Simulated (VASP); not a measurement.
Consider the following.

```
CELL_PARAMETERS angstrom
      0.00000     2.10694     2.10694
      2.10694     0.00000     2.10694
      2.10694     2.10694     0.00000
ATOMIC_POSITIONS crystal
  Ca 0.00000 0.00000 0.00000
```

These are PBE GGA, VASP's PBE PAW potentials (set 64) (plane waves; VASP) values and carry that method's errors. Run with 500 eV cut-off, 15×15×15 Γ-centred mesh, first-order Methfessel-Paxton smearing of 0.10 eV, potentials Ca_sv.

Task: Predict the energy per atom (σ→0), pressure, band gap (on the k-mesh) with the smallest direct gap where there is one.

Result: 
- band gap (on the k-mesh) = none (metal, semimetal or under 0.01 eV)
- energy per atom (σ→0) = 0.071 eV/atom
- pressure = 450.7 kbar

Only differences to runs with the same potentials and settings are physical.

The compound is Ca in the fcc structure. It was relaxed first under an external pressure of 45 GPa.
